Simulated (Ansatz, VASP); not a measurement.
**Cross-check of TiW7 (random alloy of the bcc W-Ti line, x = 0.125) between VASP and Ansatz**

One calculation is typed for both programs; each brings its own data sets. How far apart do they land? Of the first pair: The structure shown is the start of the Ansatz relaxation below; VASP solves that cell, so the two are compared at the walk's first step.

Main program and level: Ansatz 0.2.0; plane waves, with VASP 6.6.1 beside it; single point at PBE.

## (1) Starting point

The cell holds 64 atoms: 56 W and 8 Ti. Cell: a = 12.773 Å, b = 12.773 Å, c = 6.386 Å, α = 90.0°, β = 90.0°, γ = 90.0°. It derives from W (bcc W-Ti), repeated 4×4×2. Bcc W-Ti: 64 atoms, 8 of 64 W sites given to Ti at random, cell and internal coordinates interpolated linearly between the end members (Vegard's rule); (so at first; earlier steps may have moved the atoms), displaced by a Gaussian of 0.02 A. Lattice constants are starting values near those of PBE.

## (2) Ansatz: relaxation, PBE

Ansatz runs on its default PAW (the set named soft_2) files.

The two programs are compared at the cell with which this relaxation starts, whose forces are those of its first step.

File input.yaml:

```yaml
crystal:
  lattice:
    - [12.7725, 0.0, 0.0]
    - [0.0, 12.7725, 0.0]
    - [0.0, 0.0, 6.38625]
  atoms:
    - { symbol: W, position: [0.00254, 0.99904, 0.99835] }
    - { symbol: W, position: [0.12332, 0.12636, 0.24279] }
    - { symbol: W, position: [0.00273, 0.99881, 0.501] }
    - { symbol: Ti, position: [0.12461, 0.12729, 0.74355] }
    - { symbol: W, position: [0.9995, 0.2494, 0.00355] }
    - { symbol: Ti, position: [0.12328, 0.37473, 0.24725] }
    - { symbol: W, position: [7.0e-05, 0.25091, 0.49655] }
    - { symbol: W, position: [0.12679, 0.37641, 0.75157] }
    - { symbol: W, position: [0.00141, 0.49893, 0.99962] }
    - { symbol: W, position: [0.12353, 0.62458, 0.25166] }
    - { symbol: W, position: [0.99892, 0.49938, 0.49785] }
    - { symbol: W, position: [0.12368, 0.62395, 0.74996] }
    - { symbol: Ti, position: [0.99825, 0.75037, 0.0052] }
    - { symbol: W, position: [0.12616, 0.8747, 0.24722] }
    - { symbol: W, position: [0.99883, 0.75265, 0.50016] }
    - { symbol: W, position: [0.124, 0.8753, 0.75658] }
    - { symbol: W, position: [0.25019, 0.00097, 0.00094] }
    - { symbol: W, position: [0.37445, 0.12321, 0.24891] }
    - { symbol: W, position: [0.24967, 0.00092, 0.50263] }
    - { symbol: W, position: [0.37646, 0.12545, 0.75277] }
    - { symbol: W, position: [0.24882, 0.25196, 0.00161] }
    - { symbol: W, position: [0.37453, 0.37576, 0.24976] }
    - { symbol: Ti, position: [0.25177, 0.25238, 0.50684] }
    - { symbol: W, position: [0.37281, 0.37274, 0.74842] }
    - { symbol: Ti, position: [0.25025, 0.50137, 0.00099] }
    - { symbol: W, position: [0.37183, 0.62452, 0.25259] }
    - { symbol: W, position: [0.25036, 0.50119, 0.4993] }
    - { symbol: W, position: [0.37469, 0.62529, 0.75128] }
    - { symbol: W, position: [0.25031, 0.75019, 0.9979] }
    - { symbol: Ti, position: [0.37559, 0.87519, 0.25354] }
    - { symbol: Ti, position: [0.25188, 0.75029, 0.49882] }
    - { symbol: W, position: [0.374, 0.87566, 0.75024] }
    - { symbol: W, position: [0.49946, 7.0e-05, 0.99806] }
    - { symbol: Ti, position: [0.62609, 0.1243, 0.25383] }
    - { symbol: W, position: [0.50063, 0.00093, 0.49657] }
    - { symbol: W, position: [0.62527, 0.12616, 0.74701] }
    - { symbol: W, position: [0.49958, 0.25005, 0.9957] }
    - { symbol: W, position: [0.62549, 0.37632, 0.24731] }
    - { symbol: W, position: [0.50055, 0.24795, 0.49988] }
    - { symbol: W, position: [0.62247, 0.37676, 0.75128] }
    - { symbol: W, position: [0.49996, 0.49879, 0.00399] }
    - { symbol: W, position: [0.62808, 0.62209, 0.25387] }
    - { symbol: W, position: [0.50255, 0.50053, 0.49624] }
    - { symbol: W, position: [0.62635, 0.62472, 0.74811] }
    - { symbol: W, position: [0.49807, 0.75086, 0.00248] }
    - { symbol: W, position: [0.62402, 0.87582, 0.24642] }
    - { symbol: W, position: [0.50126, 0.75007, 0.49942] }
    - { symbol: W, position: [0.62484, 0.87636, 0.75235] }
    - { symbol: W, position: [0.75083, 0.00022, 0.00024] }
    - { symbol: W, position: [0.87597, 0.12536, 0.25214] }
    - { symbol: W, position: [0.74951, 0.99619, 0.50325] }
    - { symbol: W, position: [0.87842, 0.12569, 0.74969] }
    - { symbol: W, position: [0.74979, 0.24981, 5.0e-05] }
    - { symbol: W, position: [0.87324, 0.37419, 0.24688] }
    - { symbol: W, position: [0.75039, 0.24954, 0.50155] }
    - { symbol: W, position: [0.87473, 0.37654, 0.75067] }
    - { symbol: W, position: [0.75343, 0.49703, 0.99797] }
    - { symbol: W, position: [0.87641, 0.62896, 0.24922] }
    - { symbol: W, position: [0.75007, 0.49965, 0.50417] }
    - { symbol: W, position: [0.87455, 0.62606, 0.749] }
    - { symbol: W, position: [0.74801, 0.75049, 0.00158] }
    - { symbol: W, position: [0.87703, 0.87483, 0.24807] }
    - { symbol: W, position: [0.75088, 0.75038, 0.50088] }
    - { symbol: W, position: [0.87489, 0.87682, 0.75116] }
kpoints:
  mp_grid: { grid: [2, 2, 3] }
hamiltonian:
  xc: pbe
scf:
  occupations: { method: fermi_dirac, width: 0.1 }
output:
  forces: true
relax:
  f_tol: 0.04
  max_steps: 150
  cell: {}
```

Started as:

```
$ ansatz run input.yaml --threads 6 --pin off --max-ram 102400MiB --backend cuda --events-out ev --progress --plain --runs-dir out
```

Numbers of over 12 decimals in the logs are rounded to 6 here.

Log:

```text
Engine: ansatz 0.2.0, x86_64-unknown-linux-gnu
Pseudopotentials: kind: paw
Pseudopotential: W, paw, valence charge 14, recommended cutoff 420 eV (normal), W.paw.azcp
Pseudopotential: Ti, paw, valence charge 12, recommended cutoff 420 eV (normal), Ti.paw.azcp
Functional definition: PBE
  parameter kappa = 0.804
  parameter beta = 0.066725
  exchange = pbe_x(kappa = kappa, mu = beta*pi^2/3)
  correlation = pbe_c(beta = beta)
concurrent solve slots: 4 of 6 are kept, ahead of what memory takes: no pass of the eigensolver takes more rounds on 4
device memory: the entry about to start is reckoned to put 18.7 GiB on a device that reports 71.3 GiB free
GPU FFT provider: cuFFT
GPU libraries: cuBLAS 13.8.2, cuFFT 12.4.0, cuSOLVER 12.3.4
Crystal: 64 atoms, lattice volume = 1041.832 Å³
Basis set: ecut = 420 eV, 20309 PW (Γ), exchange–correlation on 180×180×90 points (8 copies of the dense FFT grid, shifted against one another)
Bands: 528, of which v1, the nominal top of the filled ones, is band 440 counted from 1 (439 counted from 0)
Symmetry: 1 space group operations
Space group: P1 (ITA 1), of the structure as read, at distance tolerance 1.0e-4 Å
k-points: 8 of 12 (time reversal used)
Non-local potential: W, projectors of the file, l = 0: 3, l = 1: 2, l = 2: 2, l = 3: 1
Non-local potential: Ti, projectors of the file, l = 0: 3, l = 1: 2, l = 2: 3, l = 3: 1
PAW form: soft (Blöchl's): semilocal exchange-correlation on the pseudo side does not see the compensation charge
PAW one-centre angular grid: W, 590 points (default); XC on 64 Gauss nodes
PAW one-centre angular grid: Ti, 590 points (default); XC on 64 Gauss nodes
Initial density: superposition of atomic densities (neutral atoms: chi_scale 0, normalization atom), corrected by the library's trained network
Initial wavefunctions: pseudopotential atomic-orbital guess
GPU buffer pool allocated for 364500 grid points (all kernels)
GPU transforms: local potential and band sums: pruned to the plane-wave sphere, on 90×90×45
Functional: x = pbe(κ = 0.804, μ = 0.219515), c = pbe(β = 0.066725)
SCF iter   1: F=—  HF=-601551.552807 eV  |F-HF|=—  |Δ(HF+E_count)|=         —  Δρ=4.88e-3  dr2=3.81e0  ethr=1.77e-3  ⟨swp⟩=4.1  Hψ=15382  notcnv=0
preconditioner: auto → Kerker (q_TF=auto, 2.653 Å⁻¹)  [metal: Δε(μ)=0.020 eV  Ē_g=4.726 eV  σ=0.100 eV  W_gap=0.05  n_scr=348 (ndim 8)  ℏωp=22.1 eV  f_vac=0.000  D(μ)=27.04/eV (n_scr^D=168)]
SCF iter   2: F=—  HF=-601551.456427 eV  |F-HF|=—  |Δ(HF+E_count)|=   9.64e-2  Δρ=2.83e-3  dr2=1.56e0  ethr=4.33e-4  ⟨swp⟩=1.0  Hψ=4864  notcnv=0
SCF iter   3: F=—  HF=-601551.400888 eV  |F-HF|=—  |Δ(HF+E_count)|=   5.55e-2  Δρ=4.71e-4  dr2=2.09e-2  ethr=1.78e-4  ⟨swp⟩=1.0  Hψ=4215  notcnv=0
SCF iter   4: F=—  HF=-601551.396272 eV  |F-HF|=—  |Δ(HF+E_count)|=   4.62e-3  Δρ=1.29e-4  dr2=6.17e-4  ethr=2.37e-6  ⟨swp⟩=1.9  Hψ=4510  notcnv=0
SCF iter   5: F=—  HF=-601551.394805 eV  |F-HF|=—  |Δ(HF+E_count)|=   1.47e-3  Δρ=3.75e-5  dr2=2.24e-5  ethr=7.02e-8  ⟨swp⟩=2.0  Hψ=5765  notcnv=0
SCF iter   6: F=—  HF=-601551.400754 eV  |F-HF|=—  |Δ(HF+E_count)|=   5.95e-3  Δρ=6.86e-6  dr2=9.98e-7  ethr=2.55e-9  ⟨swp⟩=2.0  Hψ=6845  notcnv=0
SCF iter   7: F=-601551.400754 eV  HF=-601551.400754 eV  |F-HF|=5.88e-8  |Δ(HF+E_count)|=   4.81e-8  Δρ=1.22e-6  dr2=6.57e-8  ethr=1.14e-11  ⟨swp⟩=4.1  Hψ=12834  notcnv=0
SCF 1 converged in 7 iterations: F = -601551.400754 eV  dr2 = 6.57e-8
  greatest PAW one-centre occupation: 1.000 electrons in one spin orbital (limit 2), on the W atom at site 28 (counted from 0), in its partial waves of l = 0
relax step   1: F+E_penalty+E_count = -601551.40075400 eV  Δ(F+E_penalty+E_count) = +0.000e0 eV  max|allowed force component| = 1.081e0 eV/Å  Δτ_max = 0.0000 Å  P = -3.407 GPa  Ω = 1041.832 Å³  (7 SCF iters, dr2 threshold 1.00e-7 eV, accepted)
concurrent solve slots: 4 of 6 are kept, ahead of what memory takes: no pass of the eigensolver takes more rounds on 4
device memory: the entry about to start is reckoned to put 17.4 GiB (of the 18.7 GiB reckoned in all, the device holds 1.3 GiB already) on a device that reports 70.0 GiB free
GPU FFT provider: cuFFT
GPU libraries: cuBLAS 13.8.2, cuFFT 12.4.0, cuSOLVER 12.3.4
Crystal: 64 atoms, lattice volume = 982.667 Å³
Basis set: ecut = 420 eV, 19255 PW (Γ), exchange–correlation on 180×180×90 points (8 copies of the dense FFT grid, shifted against one another)
Initial density: handed on by an earlier stage of this run
Initial wavefunctions: those handed on with the density
GPU buffer pool allocated for 364500 grid points (all kernels)
GPU transforms: local potential and band sums: pruned to the plane-wave sphere, on 90×90×45
iter 1 solved again at ethr=1.45e-3 eV; its pass at ethr=3.10e-3 eV (dr2=1.27e1 eV) is discarded
SCF iter   1: F=—  HF=-601548.211537 eV  |F-HF|=—  |Δ(HF+E_count)|=         —  Δρ=1.86e-2  dr2=1.27e1  ethr=1.45e-3  ⟨swp⟩=2.4  Hψ=24198  notcnv=0
[...]
--- Relaxed structure (4 steps of the walk, 3 accepted, 1 SCFs on fresh bases) ---
  F+E_penalty+E_count = -601552.20273717 eV   max|allowed force component| = 9.885e-3 eV/Å   (the final SCF, on the basis selected at the relaxed cell)
  cell:  # Å, volume = 1028.5265 Å³
    - [12.714655, 0.00081312, -0.00197377]
    - [0.00081312, 12.716575, -0.00359496]
    - [-0.000986883, -0.00179748, 6.361226]
  atoms:
    - { symbol: W, position: [0.000288645, 0.998492, 1.000924] }
    - { symbol: W, position: [0.124819, 0.125879, 0.249322] }
    - { symbol: W, position: [-0.00020426, 0.999476, 0.500225] }
    - { symbol: Ti, position: [0.125052, 0.124335, 0.750911] }
    - { symbol: W, position: [0.999425, 0.249925, 0.000658305] }
    - { symbol: Ti, position: [0.124139, 0.375006, 0.250715] }
    - { symbol: W, position: [0.000201262, 0.250008, 0.500732] }
    - { symbol: W, position: [0.124299, 0.374040, 0.750698] }
    - { symbol: W, position: [0.000852191, 0.502081, 0.999146] }
    - { symbol: W, position: [0.124514, 0.623905, 0.250593] }
    - { symbol: W, position: [0.999580, 0.500573, 0.500085] }
    - { symbol: W, position: [0.124752, 0.625216, 0.750259] }
    - { symbol: Ti, position: [0.999756, 0.750388, 0.000209659] }
    - { symbol: W, position: [0.126063, 0.875769, 0.249978] }
    - { symbol: W, position: [1.001430, 0.749760, 0.500287] }
    - { symbol: W, position: [0.125203, 0.876778, 0.750353] }
    - { symbol: W, position: [0.249973, 9.690442835050805e-5, 0.000523833] }
    - { symbol: W, position: [0.376376, 0.123927, 0.250498] }
    - { symbol: W, position: [0.249785, -0.000174919, 0.500313] }
    - { symbol: W, position: [0.374733, 0.124826, 0.751245] }
    - { symbol: W, position: [0.250566, 0.251139, 1.1034138729974221e-5] }
    - { symbol: W, position: [0.375047, 0.374995, 0.249501] }
    - { symbol: Ti, position: [0.251049, 0.250295, 0.500384] }
    - { symbol: W, position: [0.376179, 0.374805, 0.749770] }
    - { symbol: Ti, position: [0.250446, 0.500519, -0.000533859] }
    - { symbol: W, position: [0.375948, 0.626314, 0.249325] }
    - { symbol: W, position: [0.249993, 0.501107, 0.501061] }
    - { symbol: W, position: [0.375962, 0.625358, 0.749370] }
    - { symbol: W, position: [0.248866, 0.748870, 0.999841] }
    - { symbol: Ti, position: [0.375428, 0.875936, 0.249563] }
    - { symbol: Ti, position: [0.249704, 0.749787, 0.500580] }
[...]
- { symbol: Ti, position: [0.625533, 0.125455, 0.250079] }
[...]
- { symbol: W, position: [0.749610, 0.500215, 0.999957] }
    - { symbol: W, position: [0.874290, 0.624923, 0.250508] }
    - { symbol: W, position: [0.750244, 0.500685, 0.499980] }
    - { symbol: W, position: [0.874414, 0.624487, 0.749556] }
    - { symbol: W, position: [0.750845, 0.750173, 4.2923751949691473e-5] }
    - { symbol: W, position: [0.875304, 0.875776, 0.250503] }
    - { symbol: W, position: [0.750088, 0.750141, 0.499994] }
    - { symbol: W, position: [0.874203, 0.875784, 0.749842] }
```

The column dr2 measures how far the density is from self-consistency, as an energy; F and HF (Harris–Foulkes) agree once it is small.

## (3) VASP: single point, PBE, start cell, pair 1

The same cell, functional, mesh and smearing now go to VASP, with its own data sets.

Lines of VASP's logs that name or quote its potential files are left out, and so is its time.

File INCAR:

```
SYSTEM = TiW7
PREC = Accurate
ENCUT = 520
EDIFF = 1E-06
NELM = 120
ISMEAR = -1
SIGMA = 0.1
LREAL = Auto
ALGO = Normal
GGA = PE
NBANDS = 264
LASPH = .TRUE.
LORBIT = 11
LWAVE = .FALSE.
LCHARG = .FALSE.
ISIF = 2
GGA_COMPAT = .FALSE.
KPAR = 8
```

File POSCAR:

```
TiW7
1.0
   12.7725000000      0.0000000000      0.0000000000
    0.0000000000     12.7725000000      0.0000000000
    0.0000000000      0.0000000000      6.3862500000
W Ti
56 8
Direct
    0.0025366999      0.9990369935      0.9983480133
    0.1233196320      0.1263574085      0.2427872382
    0.0027324330      0.9988099432      0.5009982384
    0.9994989235      0.2494030143      0.0035545116
    0.0000704639      0.2509062439      0.4965511842
    0.1267880211      0.3764102564      0.7515678215
    0.0014092777      0.4989312977      0.9996163633
    0.1235310237      0.6245762380      0.2516656880
    0.9989195537      0.4993775690      0.4978508514
    0.1236797808      0.6239498923      0.7499549814
    0.1261616755      0.8746995498      0.2472186338
    0.9988334312      0.7526482678      0.5001526718
    0.1240007829      0.8753024075      0.7565785868
    0.2501937757      0.0009708358      0.0009395185
    0.3744529262      0.1232100215      0.2489097671
    0.2496692112      0.0009238599      0.5026267371
    0.3764572323      0.1254492073      0.7527735369
    0.2488236445      0.2519632022      0.0016128401
    0.3745312194      0.3757604228      0.2497553337
    0.3728087688      0.3727383050      0.7484204345
    0.3718301037      0.6245214328      0.2525895479
    0.2503581914      0.5011861421      0.4993071051
    0.3746878058      0.6252887062      0.7512859659
    0.2503112155      0.7501898610      0.9978939127
    0.3739988256      0.8756625563      0.7502368370
    0.4994636915      0.0000704639      0.9980661578
    0.5006302603      0.0009316892      0.4965668428
    0.6252730476      0.1261616755      0.7470111568
    0.4995811313      0.2500528479      0.9957017029
    0.6254922685      0.3763163046      0.2473125856
    0.5005519671      0.2479467606      0.4998864748
    0.6224701507      0.3767625758      0.7512859659
    0.4999569387      0.4987903699      0.0039929536
    0.6280837737      0.6220865140      0.2538735565
    0.5025484439      0.5005284792      0.4962380114
    0.6263534938      0.6247171658      0.7481072617
    0.4980700724      0.7508631826      0.0024740654
    0.6240203562      0.8758191427      0.2464200431
    0.5012566060      0.7500724212      0.4994167156
    0.6248424349      0.8763593658      0.7523507536
    0.7508318653      0.0002192210      0.0002348796
    0.8759678998      0.1253630848      0.2521354472
    0.7495087101      0.9961871208      0.5032530828
    0.8784184772      0.1256919162      0.7496887845
    0.7497905657      0.2498101390      0.0000469759
    0.8732432961      0.3741867293      0.2468741437
    0.7503934234      0.2495361127      0.5015462909
    0.8747308671      0.3765433549      0.7506752789
    0.7534311998      0.4970287728      0.9979722059
    0.8764063417      0.6289606577      0.2492229399
    0.7500724212      0.4996515952      0.5041769427
    0.8745507927      0.6260638090      0.7489998043
    0.7480133098      0.7504873752      0.0015815228
    0.8770326874      0.8748326483      0.2480642004
    0.7508788413      0.7503777647      0.5008729693
    0.8748874535      0.8768212958      0.7511606968
    0.1246114700      0.1272890977      0.7435505970
    0.1232804854      0.3747269524      0.2472499511
    0.9982462321      0.7503699354      0.0051986690
    0.2517674692      0.2523781562      0.5068389117
    0.2502485809      0.5013662165      0.0009864944
    0.3755881777      0.8751927970      0.2535447250
    0.2518770797      0.7502916422      0.4988216872
    0.6260872969      0.1242982971      0.2538265805
```

File KPOINTS:

```
Automatic mesh
0
Gamma
2 2 3
0 0 0
```

Potentials, in the order of the species: W and Ti_sv (PBE family, release 64).

Started as:

```
$ mpirun -np 8 vasp_std
```

Log:

```text
[banner, memory and clock lines left out]
running    8 mpi-ranks, on    1 nodes
[...]
|                                                                             |
|           W    W    AA    RRRRR   N    N  II  N    N   GGGG   !!!           |
|           W    W   A  A   R    R  NN   N  II  NN   N  G    G  !!!           |
|           W    W  A    A  R    R  N N  N  II  N N  N  G       !!!           |
|           W WW W  AAAAAA  RRRRR   N  N N  II  N  N N  G  GGG   !            |
|           WW  WW  A    A  R   R   N   NN  II  N   NN  G    G                |
|           W    W  A    A  R    R  N    N  II  N    N   GGGG   !!!           |
|                                                                             |
|     For optimal performance we recommend to set                             |
|       NCORE = 2 up to number-of-cores-per-socket                            |
|     NCORE specifies how many cores store one orbital (NPAR=cpu/NCORE).      |
|     This setting can greatly improve the performance of VASP for DFT.       |
|     The default, NCORE=1 might be grossly inefficient on modern             |
|     multi-core architectures or massively parallel machines. Do your        |
|     Unfortunately you need to use the default for GW and RPA                |
|     calculations (for HF NCORE is supported but not extensively tested      |
|     yet).                                                                   |
|                                                                             |

 LDA part: xc-table for (Slater+PW92), standard interpolation
 POSCAR, INCAR and KPOINTS ok, starting setup
[...]
entering main loop
       N       E                     dE             d eps       ncg     rms          rms(c)
DAV:   1     0.328229626433E+04    0.32823E+04   -0.19117E+05  4304   0.159E+03
DAV:   2    -0.199800068338E+03   -0.34821E+04   -0.33484E+04  4224   0.455E+02
DAV:   3    -0.775205359795E+03   -0.57541E+03   -0.54393E+03  6488   0.141E+02
DAV:   4    -0.839008925487E+03   -0.63804E+02   -0.62021E+02  6552   0.454E+01
[...]
DAV:  23    -0.795472832191E+03    0.13165E-04   -0.40113E-05  6160   0.190E-02    0.140E-02
DAV:  24    -0.795472826370E+03    0.58207E-05   -0.19543E-05  6032   0.103E-02    0.745E-03
DAV:  25    -0.795472825852E+03    0.51885E-06   -0.19012E-06  3232   0.378E-03
   1 F= -.79547283E+03 E0= -.79500197E+03  d E =-.941720E+00
```

OUTCAR, selected parts (step 3):

```text
  Total      -41.4414187    -40.9715226    -40.2952260     -0.1177896     -0.4028211     -0.1949972
  in kB      -63.7305195    -63.0078917    -61.9678517     -0.1811423     -0.6194768     -0.2998756
  external PRESSURE =     -62.9020876 kB  Pullay stress =       0.0000000 kB

 POSITION                                       TOTAL-FORCE (eV/Angst)
 -----------------------------------------------------------------------------------
      0.03240     12.76020      6.37570        -0.417927     -0.116670      0.219947
      1.57510      1.61390      1.55050         0.416362     -0.094661      0.555340
      0.03490     12.75730      3.19950        -0.549716      0.093955     -0.236045
     12.76610      3.18550      0.02270        -0.186921      0.121831     -0.586880
      0.00090      3.20470      3.17110        -0.126276     -0.013083      0.402487
      1.61940      4.80770      4.79970        -0.689261     -0.397369     -0.144500
      0.01800      6.37260      6.38380        -0.071648      0.848987     -0.143840
      1.57780      7.97740      1.60720         0.026601     -0.179835      0.004422
     12.75870      6.37830      3.17940         0.049108      0.478740      0.149729
      1.57970      7.96940      4.78940         0.017660      0.272366     -0.055407
      1.61140     11.17210      1.57880         0.159180      0.391714      0.403595
     12.75760      9.61320      3.19410         0.626495     -0.592756      0.192631
      1.58380     11.17980      4.83170         0.359474      0.384994     -0.683379
      3.19560      0.01240      0.00600        -0.113328     -0.060337     -0.092559
[...]
-----------------------------------------------------------------------------------
    total drift:                                0.015721     -0.047064     -0.003167

  FREE ENERGIE OF THE ION-ELECTRON SYSTEM (eV)
  ---------------------------------------------------
  free  energy   TOTEN  =      -795.4728258516 eV

  energy  without entropy=     -794.5311061029  energy(sigma->0) =     -795.00196598

[... 1 further part left out ...]
```

The k-mesh is coarse for a metal. The data set W keeps the semicore shell frozen, which is cheaper and a little less accurate.

(Continued in part 2 of 2.)

[Lines on the potential files, build, host, timing and source positions are cut from VASP's logs without a mark.]

[Logs are printed without paths, hosts, clocks, repeated set-up lines and the standing remarks that a program may print on its own settings, such as how far it seeks lower states.]

[Hosts, paths, dates, database ids (printed as entryN), source tags and the programs' standing remarks are cut or masked in the printed files.]
